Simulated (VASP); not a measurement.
```xyz
4
Lattice="3.1064 0.0000 0.0000 -1.5532 2.6902 0.0000 0.0000 0.0000 9.9949" Properties=species:S:1:pos:R:3 pbc="T T T"
Hf     0.0000     0.0000     0.0000
Hf     0.0000     0.0000     4.9975
Hf     0.0000     1.7935     2.4987
Hf     1.5532     0.8967     7.4962
```

Level of theory: PBEsol GGA, VASP's PBE PAW potentials (set 64) (plane waves; VASP). Settings: 300 eV cut-off, 16×16×5 Γ-centred mesh, Fermi-Dirac smearing of 0.10 eV, potentials Hf_pv.

At this cut-off the stress carries a Pulay error, which pulls relaxed volumes low.

Problem. Give the stress tensor in GPa (positive for a compressed cell).

Solution. 
```
4.26  0.00  0.00
0.00  4.26  0.00
0.00  0.00  3.46
```
The pressure is its mean diagonal, 3.99 GPa.

The structure was generated: Hf was put into an ordered model structure, which need not be its known phase. The cell was not relaxed at this level. VASP warned that the highest band is occupied, so more bands are needed.
